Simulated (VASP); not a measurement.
A convergence study with VASP on BaZrO$_{3}$ (cubic perovskite): one setting is varied, all else stays as given below, so the limit is that of these other settings. Each run relaxes cell and ions from the cell shown.

```xyz
5
Lattice="4.1900 0.0000 0.0000 0.0000 4.1900 0.0000 0.0000 0.0000 4.1900" Properties=species:S:1:pos:R:3 pbc="T T T"
Ba     0.0000     0.0000     0.0000
Zr     2.0950     2.0950     2.0950
O      2.0950     0.0000     2.0950
O      0.0000     2.0950     2.0950
O      2.0950     2.0950     0.0000
```

Computed with PBE GGA, VASP's PBE PAW potentials (set 64) (plane waves; VASP). The tightest run used: 700 eV cut-off, 9×9×9 Γ-centred mesh, Gaussian smearing of 0.050 eV, potentials Ba_sv Zr_sv O.

Unless said otherwise, spin-orbit coupling is left out, though it shifts the bands of the heavy elements here. Gaps are read on the run's mesh, which can miss a band edge.

```csv
setting,relaxed volume (Å³/atom),E (eV/atom),gap on the mesh (eV),irreducible k-points
2×2×2 mesh,15.351,-8.2239,2.895,4
3×3×3 mesh,15.204,-8.3341,3.342,4
5×5×5 mesh,15.187,-8.3474,3.222,10
```

These are the cheaper rows. Estimate the results at 9×9×9 mesh, and how far the last row shown lies from them.

```tsv
quantity	tightest run	last row shown is off by
relaxed volume (Å³/atom)	15.187	0.000
E (eV/atom)	-8.3478	0.0003
gap on the mesh (eV)	3.155	0.066
```

Left out are rungs that failed or repeat a setting and relaxations that didn't move; long series are thinned to 24 rows.

The compound is BaZrO3 in the cubic perovskite structure.
